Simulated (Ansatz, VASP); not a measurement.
# Cross-check of V2O5 (V2O5 monolayer (from P2_1/m)) between VASP and Ansatz, part 2 of 2

One calculation is typed for both programs; each brings its own data sets. How far apart do they land? Of the first pair: The structure shown is the start of the Ansatz relaxation below; VASP solves that cell, so the two are compared at the walk's first step.

VASP 6.6.1 and Ansatz 0.2.0.

So far: Starting point; Ansatz: relaxation, PBEsol.

### Step 3. VASP: single point, PBEsol, start cell, pair 1

Level of this step: PBEsol, no spin polarisation; plane waves and PAW (V_sv, O) (VASP).

The same cell, functional, mesh and smearing now go to VASP, with its own data sets.

Lines of VASP's logs that name or quote its potential files are left out, and so is its time.

Contents of INCAR:

```
SYSTEM = V2O5
PREC = Accurate
ENCUT = 520
EDIFF = 1E-06
NELM = 120
ISMEAR = -1
SIGMA = 0.02
LREAL = .FALSE.
ALGO = Normal
GGA = PS
NBANDS = 70
LASPH = .TRUE.
LORBIT = 11
LWAVE = .FALSE.
LCHARG = .FALSE.
ISIF = 2
LDIPOL = .TRUE.
IDIPOL = 3
DIPOL = 0.5 0.5 0.41
LVHAR = .TRUE.
GGA_COMPAT = .FALSE.
EFERMI = MIDGAP
NELMDL = -8
KPAR = 4
```

Contents of POSCAR:

```
V2O5
1.0
    3.5717700000      0.0000000000      0.0000000000
    0.0000000000      6.2846000000      0.0000000000
    0.0000000000      0.0000000000     37.7832640000
V O
4 10
Direct
    0.0000000000      0.0000000000      0.4289146380
    0.0000000000      0.4451580053      0.4623350434
    0.5000000000      0.3796720555      0.3913330251
    0.5000000000      0.9345140502      0.3579126197
    0.0000000000      0.7521963212      0.4432430454
    0.5000000000      0.0433941699      0.4159041950
    0.0000000000      0.5139662031      0.5026467009
    0.0000000000      0.1470254272      0.4668351046
    0.5000000000      0.4522644241      0.4476300671
    0.5000000000      0.6274757343      0.3770046177
    0.0000000000      0.3362778856      0.4043434680
    0.5000000000      0.8657058524      0.3176009622
    0.5000000000      0.2326466283      0.3534125585
    0.0000000000      0.9274076314      0.3726175960
```

Contents of KPOINTS:

```
Automatic mesh
0
Gamma
9 5 1
0 0 0
```

Potentials, in the order of the species: V_sv and O (PBE family, release 64).

On the command line:

```sh
> mpirun -np 4 vasp_std
```

Numbers of over 12 decimals in the logs are rounded to 6 here.

Output:

```text
[banner, memory and clock lines left out]
running    4 mpi-ranks, on    1 nodes
 distrk:  each k-point on    1 cores,    4 groups
 distr:  one band on    1 cores,    1 groups

 POSCAR found type information on POSCAR V O
 POSCAR found :  2 types and      14 ions
|                                                                             |
|               ----> ADVICE to this user running VASP <----                  |
|                                                                             |
|     You enforced a specific xc type in the INCAR file but a different       |
|     [... a line on the potential file left out ...]
|     I HOPE YOU KNOW WHAT YOU ARE DOING!                                     |
|                                                                             |

 LDA part: xc-table for (Slater+PW92), standard interpolation
 POSCAR, INCAR and KPOINTS ok, starting setup
 FFT: planning ... GRIDC
 FFT: planning ... GRID_SOFT
 FFT: planning ... GRID
 WAVECAR not read
 entering main loop
       N       E                     dE             d eps       ncg     rms          rms(c)
DAV:   1     0.121162589996E+04    0.12116E+04   -0.56679E+04  2756   0.128E+03
DAV:   2     0.292903777453E+02   -0.11823E+04   -0.11536E+04  2838   0.363E+02
DAV:   3    -0.158261573459E+03   -0.18755E+03   -0.18590E+03  2404   0.143E+02
DAV:   4    -0.164002887189E+03   -0.57413E+01   -0.57178E+01  2512   0.274E+01
DAV:   5    -0.164113737864E+03   -0.11085E+00   -0.11071E+00  2456   0.375E+00
DAV:   6    -0.164116883189E+03   -0.31453E-02   -0.31442E-02  2592   0.654E-01
DAV:   7    -0.164117004859E+03   -0.12167E-03   -0.12165E-03  2456   0.112E-01
DAV:   8    -0.164117010645E+03   -0.57854E-05   -0.57845E-05  2280   0.236E-02    0.924E+01
DAV:   9    -0.157165432178E+03    0.69516E+01   -0.35932E+02  2660   0.111E+02    0.695E+01
DAV:  10    -0.159784117518E+03   -0.26187E+01   -0.54494E+02  2736   0.161E+02    0.583E+01
DAV:  11    -0.138039931305E+03    0.21744E+02   -0.42628E+01  2426   0.380E+01    0.305E+01
DAV:  12    -0.124738081041E+03    0.13302E+02   -0.18829E+01  2912   0.271E+01    0.118E+01
DAV:  13    -0.123140865661E+03    0.15972E+01   -0.39209E+00  2712   0.106E+01    0.607E+00
DAV:  14    -0.123281415353E+03   -0.14055E+00   -0.96039E-01  2602   0.563E+00    0.664E+00
[...]
DAV:  29    -0.122542935862E+03   -0.16187E-04   -0.14862E-05  2616   0.294E-02    0.581E-03
DAV:  30    -0.122542945191E+03   -0.93298E-05   -0.13438E-06  1498   0.885E-03    0.151E-03
DAV:  31    -0.122542949850E+03   -0.46588E-05   -0.10962E-06  1374   0.494E-03    0.365E-03
DAV:  32    -0.122542954709E+03   -0.48587E-05   -0.24853E-07  1196   0.346E-03    0.144E-03
DAV:  33    -0.122542957063E+03   -0.23543E-05   -0.12686E-07  1140   0.204E-03    0.130E-03
DAV:  34    -0.122542959708E+03   -0.26448E-05   -0.57130E-08  1188   0.115E-03    0.554E-04
DAV:  35    -0.122542961066E+03   -0.13579E-05   -0.33333E-08  1128   0.974E-04    0.527E-04
DAV:  36    -0.122542961527E+03   -0.46083E-06   -0.98839E-09  1122   0.750E-04
   1 F= -.12254296E+03 E0= -.12254296E+03  d E =-.237224E-19
```

From OUTCAR (step 3):

```text
ion  position               nearest neighbor table
   1  0.000  0.000  0.429-   5 1.65   8 1.70   6 1.87   6 1.87  14 2.18  11 2.31
   2  0.000  0.445  0.462-   7 1.58   9 1.87   9 1.87   8 1.88   5 2.06  11 2.30
   3  0.500  0.380  0.391-  10 1.65  13 1.70  11 1.87  11 1.87   9 2.18   6 2.31
   4  0.500  0.935  0.358-  12 1.58  14 1.87  14 1.87  13 1.88  10 2.06   6 2.30
   5  0.000  0.752  0.443-   1 1.65   2 2.06
   6  0.500  0.043  0.416-   1 1.87   1 1.87   4 2.30   3 2.31
   7  0.000  0.514  0.503-   2 1.58
   8  0.000  0.147  0.467-   1 1.70   2 1.88
   9  0.500  0.452  0.448-   2 1.87   2 1.87   3 2.18
  10  0.500  0.627  0.377-   3 1.65   4 2.06
  11  0.000  0.336  0.404-   3 1.87   3 1.87   2 2.30   1 2.31
  12  0.500  0.866  0.318-   4 1.58
  13  0.500  0.233  0.353-   3 1.70   4 1.88
  14  0.000  0.927  0.373-   4 1.87   4 1.87   1 2.18

  LATTYP: Found a simple orthorhombic cell.
 ALAT       =     3.5717700000
 B/A-ratio  =     1.7595197899
 C/A-ratio  =    10.5783026343

 Subroutine GETGRP returns: Found  4 space group operations
 (whereof  2 operations were pure point group operations)

The static configuration has the point symmetry C_1h.
 The point group associated with its full space group is C_2h.

 Found     15 irreducible k-points:

   k-points           NKPTS =     15   k-points in BZ     NKDIM =     15   number of bands    NBANDS=     70

   dimension x,y,z NGX =    28 NGY =   48 NGZ =  288
   dimension x,y,z NGXF=    56 NGYF=   96 NGZF=  576

   ENCUT  =  520.0 eV  38.22 Ry    6.18 a.u.   6.64 11.69 70.25*2*pi/ulx,y,z

   NELECT =     112.0000    total number of electrons

 k-points in reciprocal lattice and weights: Automatic mesh
   0.00000000  0.00000000  0.00000000       0.022
   0.11111111  0.00000000  0.00000000       0.044
   0.22222222  0.00000000  0.00000000       0.044
   0.33333333  0.00000000  0.00000000       0.044
   0.44444444  0.00000000  0.00000000       0.044
   0.00000000  0.20000000  0.00000000       0.044
   0.11111111  0.20000000  0.00000000       0.089
   0.22222222  0.20000000  0.00000000       0.089
   0.33333333  0.20000000  0.00000000       0.089
[...]
0.33333333  0.40000000  0.00000000       0.089
   0.44444444  0.40000000  0.00000000       0.089

 dipolmoment           0.000000      0.000000      0.000000 electrons x Angstroem

 average (electrostatic) potential at core
       1 -87.1213       2 -86.8470       3 -87.1213       4 -86.8470       5 -80.8526
       6 -80.6504       7 -80.5837       8 -80.7297       9 -80.5626      10 -80.8526
      11 -80.6504      12 -80.5837      13 -80.7297      14 -80.5626

 E-fermi :  -6.1203

 k-point     1 :       0.0000    0.0000    0.0000
  band No.  band energies     occupation
    ...
     52      -7.7373      2.00000
     53      -7.5777      2.00000
     54      -7.2045      2.00000
     55      -7.1289      2.00000
     56      -7.1160      2.00000
     57      -5.2821      0.00000
     58      -5.1424      0.00000
     59      -3.6301      0.00000
     60      -3.5502      0.00000
     61      -3.5286      0.00000
    ...

 k-point     2 :       0.1111    0.0000    0.0000
  band No.  band energies     occupation
    ...
     52      -7.6982      2.00000
     53      -7.6489      2.00000
     54      -7.3034      2.00000
     55      -7.1919      2.00000
     56      -7.0940      2.00000
     57      -5.0149      0.00000
     58      -4.9938      0.00000
     59      -3.7004      0.00000
     60      -3.5448      0.00000
     61      -3.4885      0.00000
    ...

 k-point     3 :       0.2222    0.0000    0.0000
  band No.  band energies     occupation
    ...
     52      -7.5656      2.00000
     53      -7.3727      2.00000
     54      -7.2630      2.00000
     55      -7.1119      2.00000
     56      -7.0516      2.00000
     57      -4.6124      0.00000
     58      -4.5278      0.00000
     59      -4.0445      0.00000
     60      -3.9122      0.00000
     61      -3.4722      0.00000
    ...

  Total       -2.5720948     -3.4446056     -1.9624129      0.0000000      1.2415942      0.0000000
  in kB       -4.8588887     -6.5071300     -3.7071518      0.0000000      2.3454687      0.0000000
  external PRESSURE =      -5.0243902 kB  Pullay stress =       0.0000000 kB

  energy-cutoff  :      520.00
  volume of cell :      848.13
      direct lattice vectors                 reciprocal lattice vectors
     3.571770000  0.000000000  0.000000000     0.279973235  0.000000000  0.000000000
     0.000000000  6.284600000  0.000000000     0.000000000  0.159119117  0.000000000
     0.000000000  0.000000000 37.783264000     0.000000000  0.000000000  0.026466745

 POSITION                                       TOTAL-FORCE (eV/Angst)
 -----------------------------------------------------------------------------------
      0.00000      0.00000     16.20580         0.000000     -0.912489     -0.230846
      0.00000      2.79764     17.46853         0.000000      0.536933      0.673293
      1.78588      2.38609     14.78584         0.000000      0.912489      0.230846
      1.78588      5.87305     13.52311         0.000000     -0.536933     -0.673293
      0.00000      4.72725     16.74717         0.000000      0.245106     -0.145596
      1.78588      0.27272     15.71422         0.000000      0.207637     -0.055709
      0.00000      3.23007     18.99163         0.000000     -0.212030     -0.525850
      0.00000      0.92400     17.63855         0.000000      0.442413      0.165226
      1.78588      2.84230     16.91292         0.000000     -0.246512     -0.238486
      1.78588      3.94343     14.24446         0.000000     -0.245106      0.145596
      0.00000      2.11337     15.27742         0.000000     -0.207637      0.055709
      1.78588      5.44061     12.00000         0.000000      0.212030      0.525850
      1.78588      1.46209     13.35308         0.000000     -0.442413     -0.165226
      0.00000      5.82839     14.07871         0.000000      0.246512      0.238486
 -----------------------------------------------------------------------------------
    total drift:                                0.000000      0.000314      0.000198

  FREE ENERGIE OF THE ION-ELECTRON SYSTEM (eV)
  ---------------------------------------------------
  free  energy   TOTEN  =      -122.5429615268 eV

  energy  without entropy=     -122.5429615268  energy(sigma->0) =     -122.54296153

 vacuum level on the upper side and lower side of the slab         2.027         2.027

 total charge
# of ion       s       p       d       tot
------------------------------------------
    1        2.365   6.421   3.137  11.923
    2        2.351   6.406   3.161  11.918
    3        2.365   6.421   3.137  11.923
    4        2.351   6.406   3.161  11.918
    5        1.586   3.397   0.000   4.983
    6        1.565   3.481   0.000   5.046
    7        1.616   3.296   0.000   4.912
    8        1.589   3.408   0.000   4.997
    9        1.568   3.446   0.000   5.015
   10        1.586   3.397   0.000   4.983
   11        1.565   3.481   0.000   5.046
   12        1.616   3.296   0.000   4.912
   13        1.589   3.408   0.000   4.997
   14        1.568   3.446   0.000   5.015
--------------------------------------------------
tot         25.282  59.710  12.595  97.587

[... 3 further parts left out ...]
```

This run has no spin polarisation, so a moment on V, if there is one, isn't seen.

### Step 4. Comparison

Known differences besides the potentials themselves: Ansatz cuts the interaction across the vacuum, VASP repeats the sheet with a dipole correction; the cutoff is 420 eV in Ansatz and 520 eV in VASP; Ansatz makes its cores anew for this functional, VASP keeps those of its PBE data sets. Total energies have different zeros and are not compared.

Forces on 7 of the 14 atoms, those with the largest forces and the largest differences (eV/Å; atoms numbered as in POSCAR):

```csv
atom,"Ansatz x, y, z","VASP x, y, z"
V1,"0.000, -1.033, -0.051","0.000, -0.912, -0.231"
V2,"0.000, 0.629, 1.146","0.000, 0.537, 0.673"
V3,"0.000, 1.033, 0.051","0.000, 0.912, 0.231"
V4,"0.000, -0.629, -1.146","0.000, -0.537, -0.673"
O7,"0.000, -0.353, -1.021","0.000, -0.212, -0.526"
O10,"0.000, -0.458, 0.222","0.000, -0.245, 0.146"
O12,"0.000, 0.353, 1.021","0.000, 0.212, 0.526"
```

The forces differ by 171 meV/Å r.m.s., which is 50.5 % of the r.m.s. force of 0.339 eV/Å (both taken over all components). With vacuum in the cell, a pressure given here is an average over mostly empty space and none of the material.

### Step 5. Ansatz: relaxation, PBEsol

This run makes the geometry at which the two programs are then compared.

The structure compared here is the end of the Ansatz relaxation.

Contents of input.yaml:

```yaml
crystal:
  lattice:
    - [3.57177, 0.0, 0.0]
    - [0.0, 6.2846, 0.0]
    - [0.0, 0.0, 30.991634]
  atoms:
    - { symbol: V, position: [0.0, 0.0, 0.5229087] }
    - { symbol: V, position: [0.0, 0.445158, 0.563653] }
    - { symbol: V, position: [0.5, 0.3796721, 0.4770913] }
    - { symbol: V, position: [0.5, 0.9345141, 0.436347] }
    - { symbol: O, position: [0.0, 0.7521963, 0.5403771] }
    - { symbol: O, position: [0.5, 0.0433942, 0.5070471] }
    - { symbol: O, position: [0.0, 0.5139662, 0.6127987] }
    - { symbol: O, position: [0.0, 0.1470254, 0.5691392] }
    - { symbol: O, position: [0.5, 0.4522645, 0.5457255] }
    - { symbol: O, position: [0.5, 0.6274758, 0.4596229] }
    - { symbol: O, position: [0.0, 0.3362779, 0.4929529] }
    - { symbol: O, position: [0.5, 0.8657059, 0.3872013] }
    - { symbol: O, position: [0.5, 0.2326466, 0.4308608] }
    - { symbol: O, position: [0.0, 0.9274076, 0.4542745] }
  periodic: [true, true, false]
basis:
  ecutwfc: 420
  xc_grid: 2
hamiltonian:
  xc: pbesol
kpoints:
  mp_grid: { grid: [9, 5, 1] }
scf:
  occupations: { method: fermi_dirac, width: 0.02 }
  max_iter: 60
relax:
  f_tol: 0.005
  max_steps: 60
  cell: {}
output:
  forces: true
checkpoint:
  write: "../cell.run"
  compress: false
  write_wavefunctions: false
  write_every: 100000
```

On the command line:

```sh
> ansatz run input.yaml --threads 4 --pin off --max-ram 10362MiB --backend cpu --events-out ev --progress --plain --runs-dir out
```

Output:

```text
[...]
Crystal: 14 atoms, lattice volume = 848.126 Å³
Basis set: ecut = 420 eV, 16453 PW (Γ), exchange–correlation on 48×90×512 points (8 copies of the dense FFT grid, shifted against one another)
Bands: 70, of which v1, the nominal top of the filled ones, is band 56 counted from 1 (55 counted from 0)
Symmetry: 4 space group operations
[...]
- { symbol: O, position: [0, 0.513969, 0.502723] }
    - { symbol: O, position: [0, 0.151170, 0.466428] }
    - { symbol: O, position: [0.500000, 0.449938, 0.446745] }
    - { symbol: O, position: [0.500000, 0.629520, 0.376976] }
    - { symbol: O, position: [0, 0.333959, 0.403994] }
    - { symbol: O, position: [0.500000, 0.865703, 0.317524] }
    - { symbol: O, position: [0.500000, 0.228502, 0.353820] }
    - { symbol: O, position: [0, 0.929734, 0.373502] }
[key lines of the parts left out:]
SCF converged after 7 iterations
Free energy (F): -17156.348755 eV
Fermi energy:    -7.987669 eV
P = ½ c Tr σ = -0.0040 N/m
```

### Step 6. VASP: single point, PBEsol, relaxed cell, pair 2

The same cell, functional, mesh and smearing now go to VASP, with its own data sets.

INCAR is that of step 3.

Contents of POSCAR:

```
V2O5
1.0
    3.5400481648      0.0000000000      0.0000000000
    0.0000000000      6.2370170439      0.0000000000
    0.0000000000      0.0000000000     37.7832641043
V O
4 10
Direct
    0.0000000000      0.9967595818      0.4286761752
    0.0000000000      0.4485667651      0.4628119147
    0.5000000000      0.3829125039      0.3915714856
    0.5000000000      0.9311053206      0.3574357462
    0.0000000000      0.7501519536      0.4432717301
    0.5000000000      0.0457130454      0.4162531828
    0.0000000000      0.5139689411      0.5027232092
    0.0000000000      0.1511698674      0.4664276623
    0.5000000000      0.4499381966      0.4467454870
    0.5000000000      0.6295201321      0.3769759307
    0.0000000000      0.3339590403      0.4039944780
    0.5000000000      0.8657031446      0.3175244516
    0.5000000000      0.2285022183      0.3538199985
    0.0000000000      0.9297338891      0.3735021738
```

KPOINTS is that of step 3.

On the command line:

```sh
> mpirun -np 4 vasp_std
```

Output:

```text
[banner, memory and clock lines left out]
running    4 mpi-ranks, on    1 nodes
[...]
[... a notice as in an earlier step ...]

 LDA part: xc-table for (Slater+PW92), standard interpolation
 POSCAR, INCAR and KPOINTS ok, starting setup
[...]
entering main loop
       N       E                     dE             d eps       ncg     rms          rms(c)
DAV:   1     0.123473653614E+04    0.12347E+04   -0.56645E+04  2676   0.128E+03
DAV:   2     0.322180139625E+02   -0.12025E+04   -0.11710E+04  2882   0.365E+02
DAV:   3    -0.157652859829E+03   -0.18987E+03   -0.18808E+03  2392   0.145E+02
DAV:   4    -0.163653091916E+03   -0.60002E+01   -0.59770E+01  2512   0.282E+01
[...]
DAV:  34    -0.122609000948E+03   -0.22500E-05   -0.71201E-08  1162   0.117E-03    0.847E-04
DAV:  35    -0.122609002432E+03   -0.14846E-05   -0.74041E-08  1116   0.156E-03    0.847E-04
DAV:  36    -0.122609003103E+03   -0.67120E-06   -0.33676E-08  1110   0.752E-04
   1 F= -.12260900E+03 E0= -.12260900E+03  d E =-.438085E-18
```

OUTCAR, selected parts (step 6):

```text
  Total        0.5378397      1.0695652      2.1273423      0.0000000      0.4403449      0.0000000
  in kB        1.0329466      2.0541506      4.0856615      0.0000000      0.8457032      0.0000000
  external PRESSURE =       2.3909196 kB  Pullay stress =       0.0000000 kB

 POSITION                                       TOTAL-FORCE (eV/Angst)
 -----------------------------------------------------------------------------------
      0.00000      6.21681     16.19679         0.000000      0.151082     -0.172045
      0.00000      2.79772     17.48654         0.000000     -0.113111     -0.578283
      1.77002      2.38823     14.79485         0.000000     -0.151082      0.172045
      1.77002      5.80732     13.50509         0.000000      0.113111      0.578283
      0.00000      4.67871     16.74825         0.000000     -0.235320      0.087335
      1.77002      0.28511     15.72740         0.000000      0.016505     -0.018787
      0.00000      3.20563     18.99452         0.000000      0.162560      0.601509
      0.00000      0.94285     17.62316         0.000000      0.025271      0.121833
      1.77002      2.80627     16.87950         0.000000      0.005625     -0.002570
      1.77002      3.92633     14.24338         0.000000      0.235320     -0.087335
      0.00000      2.08291     15.26423         0.000000     -0.016505      0.018787
      1.77002      5.39941     11.99711         0.000000     -0.162560     -0.601509
      1.77002      1.42517     13.36847         0.000000     -0.025271     -0.121833
      0.00000      5.79877     14.11213         0.000000     -0.005625      0.002570
 -----------------------------------------------------------------------------------
    total drift:                                0.000000      0.000435     -0.000116

  FREE ENERGIE OF THE ION-ELECTRON SYSTEM (eV)
  ---------------------------------------------------
  free  energy   TOTEN  =      -122.6090031034 eV

  energy  without entropy=     -122.6090031034  energy(sigma->0) =     -122.60900310

[... 1 part as in an earlier step ...]

[... 2 further parts left out ...]
[key lines of the parts left out:]
E-fermi :  -5.9875
```

### Step 7. Comparison

Compared:

```csv
quantity,Ansatz,VASP,difference
gap on the k mesh (eV),1.576,1.557,+0.019
```

Forces on 7 of the 14 atoms, those with the largest forces and the largest differences (eV/Å; atoms numbered as in POSCAR):

```csv
atom,"Ansatz x, y, z","VASP x, y, z"
V2,"0.000, -0.001, -0.002","0.000, -0.113, -0.578"
V3,"0.000, 0.000, 0.002","0.000, -0.151, 0.172"
V4,"0.000, 0.001, 0.002","0.000, 0.113, 0.578"
O5,"0.000, -0.002, 0.001","0.000, -0.235, 0.087"
O7,"0.000, 0.000, 0.002","0.000, 0.163, 0.602"
O10,"0.000, 0.002, -0.001","0.000, 0.235, -0.087"
O12,"0.000, 0.000, -0.002","0.000, -0.163, -0.602"
```

The forces differ by 202 meV/Å r.m.s., where the r.m.s. force is 0.001 eV/Å in Ansatz and 0.203 eV/Å in VASP: the atoms lie near their places of rest in Ansatz, so a percentage would say little (all taken over all components). A gap on the mesh is an upper bound, since the band edges may lie between its points. With vacuum in the cell, a pressure given here is an average over mostly empty space and none of the material.

### Step 8. What came out

| Property | Result |
| --- | --- |
| r.m.s. force difference (single point, PBEsol, start cell, pair 1) | 50 % of the r.m.s. force |
| r.m.s. force difference (single point, PBEsol, relaxed cell, pair 2) | 100 % of the r.m.s. force |

The r.m.s. force difference is 100 % of the r.m.s. force (single point, PBEsol, relaxed cell, pair 2), beyond the 3 % picked in this series as the mark of a large difference. What causes the difference of the single point, PBEsol, start cell, pair 1 pair stays open here. What causes the difference of the single point, PBEsol, relaxed cell, pair 2 pair stays open here. How closely two codes agree says nothing of how well the functional describes the real material.

[Lines on the potential files, build, host, timing and source positions are cut from VASP's logs without a mark.]

[Logs are printed without paths, hosts, clocks, repeated set-up lines and the standing remarks that a program may print on its own settings, such as how far it seeks lower states.]

[Hosts, paths, dates, database ids (printed as entryN), source tags and the programs' standing remarks are cut or masked in the printed files.]
